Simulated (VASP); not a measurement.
The system is GaBiSe4.

```
CELL_PARAMETERS angstrom
0.00000 4.22448 4.22448
4.22448 0.00000 4.22448
4.22448 4.22448 0.00000
ATOMIC_POSITIONS crystal
Ga 0.50000 0.50000 0.50000
Bi 0.25000 0.25000 0.25000
Se 0.87576 0.37273 0.87576
Se 0.87576 0.87576 0.37273
Se 0.37273 0.87576 0.87576
Se 0.87576 0.87576 0.87576
```

The cell was built by a generator and needn't be a form met in nature.

| Item | Value |
| --- | --- |
| Program | VASP 6.6.1 |
| Task | relaxation of cell and atoms |
| Functional | PBE |
| Potentials or basis | VASP PAW PBE potentials, release 64 (Ga_d, Bi_d, Se) |
| Cutoff | 520 eV |
| k mesh | 3 × 3 × 3 |
| Occupations | gaussian, width 0.15 eV |
| Spin | no spin polarisation |

At the start: pressure -2.5 GPa; volume 25.13 Å³/atom.

Problem. Where does the relaxation end?

Solution. Over 5 steps the energy falls by 15.2 meV/atom and the volume is 23.84 Å³/atom (-5.1 %); space group F-43m (No. 216, to 0.05 Å).

The path:
```tsv
step	energy change (eV)	largest force (eV/Å)	pressure (GPa)	volume (Å³)
1	0.0000	0.2329	-2.45	150.78
2	-0.0708	0.1932	0.25	142.54
3	-0.0709	0.1971	0.18	142.73
4	-0.0784	0.1619	0.20	142.81
5	-0.0912	0.0108	0.23	143.06
```

Final structure:
```xyz
6
Lattice="0.0000 4.1511 4.1511 4.1511 0.0000 4.1511 4.1511 4.1511 0.0000" Properties=species:S:1:pos:R:3 pbc="T T T"
Ga    4.1511    4.1511    4.1511
Bi    2.0756    2.0756    2.0756
Se    5.1530    7.3003    5.1530
Se    5.1530    5.1530    7.3003
Se    7.3003    5.1530    5.1530
Se    7.3003    7.3003    7.3003
```

Caveat: the k mesh is coarse (spacing up to 0.43 Å⁻¹), so the values aren't converged.
